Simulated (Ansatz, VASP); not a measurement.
**One calculation of KPt, two programs**

The input INCAR:

```
SYSTEM = KPt
PREC = Accurate
ENCUT = 520
EDIFF = 1E-6
ISMEAR = -1
SIGMA = 0.1
LREAL = .FALSE.
LASPH = .TRUE.
NELM = 80
ALGO = Normal
ISIF = 2
LWAVE = .FALSE.
LCHARG = .TRUE.
GGA = PE
LELF = .TRUE.
LVHAR = .TRUE.
NBANDS = 16
```

KPOINTS

```
Automatic mesh
0
G
  11 11 6
  0 0 0
```

POSCAR

```
KPt
1.0
    3.0108166646      0.0000000000      0.0000000000
   -1.5054088340      2.6074439837      0.0000000000
    0.0000000000      0.0000000000      5.3633375258
K Pt
1 1
Direct
    0.3333333333      0.6666666667      0.5000000000
    0.0000000000      0.0000000000      0.0000000000
```

Input for Ansatz:

```yaml
crystal:
  lattice:
    - [3.0108166646004277, 0.0, 0.0]
    - [-1.5054088339613556, 2.6074439836920167, 0.0]
    - [0.0, 0.0, 5.363337525812354]
  atoms:
    - { symbol: K, position: [0.3333333333333333, 0.6666666666666666, 0.5] }
    - { symbol: Pt, position: [0.0, 0.0, 0.0] }
basis:
  ecutwfc: 470.0
kpoints:
  mp_grid:
    grid: [11, 11, 6]
hamiltonian:
  xc: pbe
  pseudopotentials:
    kind: paw
scf:
  occupations:
    method: fermi_dirac
    width: 0.1
output:
  stress: true
```

The cell comes from a database or a generator and needn't be the stable form of this composition.

Alike in both runs: task single point; functional PBE; k mesh 11 × 11 × 6; occupations fermi-dirac, width 0.1 eV; no spin polarisation.

|  | VASP | Ansatz |
| --- | --- | --- |
| version | VASP 6.6.1 | Ansatz 0.2.0 |
| potentials or method | VASP PAW PBE potentials, release 64 (K_sv, Pt) | plane waves, PAW |
| plane-wave cutoff (eV) | 520 | 470 |
| valence electrons in the cell | 19 | 27 |

VASP gave:

- pressure (GPa): -0.1
- largest component of the traceless stress (GPa): 0.27

Task: Estimate Ansatz's values.

Result: Pressure (GPa): -0.3; largest component of the traceless stress (GPa): 0.26.

The two sets of potentials don't hold the same shells in valence.

Spin-orbit coupling is left out, which matters for the levels of Pt.
